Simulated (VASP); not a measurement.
Given:

```
CELL_PARAMETERS angstrom
      0.00000     2.93302     2.93302
      2.93302     0.00000     2.93302
      2.93302     2.93302     0.00000
ATOMIC_POSITIONS crystal
  Cd 0.00000 0.00000 0.00000
  S  0.25000 0.25000 0.25000
```

Level of theory: PBE GGA with D3 dispersion (zero damping), VASP's PBE PAW potentials (set 64) (plane waves; VASP 6.6.1). Settings: 520 eV cut-off, Gaussian smearing of 0.050 eV, potentials Cd S.

Q: Give the energies of bands 6 to 11 at the high-symmetry points, in eV from the valence-band maximum.

A: 
```csv
band,Γ,X,U,L,W
6,-7.21,-6.78,-6.66,-6.84,-6.61
7,0.00,-3.88,-3.85,-4.30,-3.82
8,0.00,-1.82,-2.46,-0.73,-2.19
9,0.00,-1.82,-1.48,-0.73,-2.13
10,1.11,3.58,4.24,2.99,5.36
11,6.55,4.33,5.42,7.01,5.44
```

The gap is direct, 1.11 eV, from the valence maximum at Γ to the conduction minimum at Γ.

Measured: gap 2.48 eV at 4 K (computed value off by -1.37 eV), as given by arXiv:1206.3780.

The compound is CdS in the zinc blende structure, a metastable form; wurtzite is the usual one. It was relaxed first.
